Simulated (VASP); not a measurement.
SnTe: energy against volume

SnTe (rock salt, Fm-3m, 31.034 Å³/atom and stress up to 0.10 GPa in the relaxed cell, cube axes along x, y and z) under an equal strain ε along all three axes. PBEsol in VASP (plane waves, PAW), 480 eV, 8×8×8 Γ-centred mesh, Gaussian smearing 0.05 eV; ions are relaxed, or left where forces stay under 0.02 eV/Å, within the symmetry of each cell.

Here V stands for volume and E for E less E0.

| volume (Å³/atom) | E less E0 (meV/atom) | pressure (GPa) |
|---|---|---|
| 29.2093 | 19.43 | 3.45 |
| 29.6586 | 11.01 | 2.52 |
| 30.1126 | 5.05 | 1.66 |
| 30.5712 | 1.41 | 0.85 |
| 31.0343 | 0.00 | 0.10 |
| 31.5022 | 0.69 | -0.60 |
| 31.9747 | 3.39 | -1.24 |
| 32.4519 | 7.94 | -1.82 |
| 32.9339 | 14.20 | -2.36 |
| 33.9121 | ? | ? |

Fit E of the 9 rows that show it with the third-order Birch-Murnaghan form, a cubic in V^(-2/3). With u = V^(-2/3) - 0.1013, the rows have u = 0.0041353, 0.0030677, 0.0020161, 0.0009802, -0.0000398, -0.0010450, -0.0020351, -0.0030106, -0.0039720. Least squares gives E = 0.030 + 412.2·u + 1018856·u² + 3994130·u³. Residuals (row less fit): -0.010, 0.012, 0.015, -0.007, -0.015, -0.017, 0.013, 0.025, -0.017; standard error 0.021 (degrees of freedom: 5). Its minimum lies at u = -0.0002025, so V0 = (0.1010975)^(-3/2) = 31.11. There d²E/du² = 2033000 and d³E/du³ = 2.396e7, so B0 = (4/9) × 31.11^(-7/3) × 2033000 × 0.160218 = 47.6 GPa (the last factor turns the table's units into GPa), and B0' = 4 + (2/3) × 0.1010975 × (2.396e7)/2033000 = 4.8. B0' rests on the cubic coefficient alone and has a standard error of 0.1 from these residuals.

Problem. Estimate the missing E (V = 33.9121); what did the run itself give?

Solution. u = -0.0058527, so E = 0.030 + 412.2 × (-0.0058527) + 1018856 × (-0.0058527)² + 3994130 × (-0.0058527)³ = 31.717 meV/atom. The calculation gives 31.47 meV/atom, 0.247 meV/atom below the prediction (0.8 % of the range of E in the table). The row lies outside the fitted rows, so this is an extrapolation. From the scatter of the fitted rows alone, a prediction at this place has a standard error of 0.083 meV/atom, so the miss is 3.0 times that.

This level leaves no gap over 0.05 eV at strain 1.50, 2.00 %. Spin-orbit coupling is left out, which can shift these values for the heavy elements here. Other structures, which can take over under pressure, weren't tried. The same form fitted to the pressure column gives B0' = 4.8; series where the two differ by over 0.4 aren't shown. SnTe stands in this structure, which distorts at low temperature. Rows are the converged runs of the series near zero and its far end, less any whose ions stayed unrelaxed beside relaxed ones; series whose fitted rows scatter by over a few per cent of the range, as at a crossing or softening among them, aren't shown in this form.
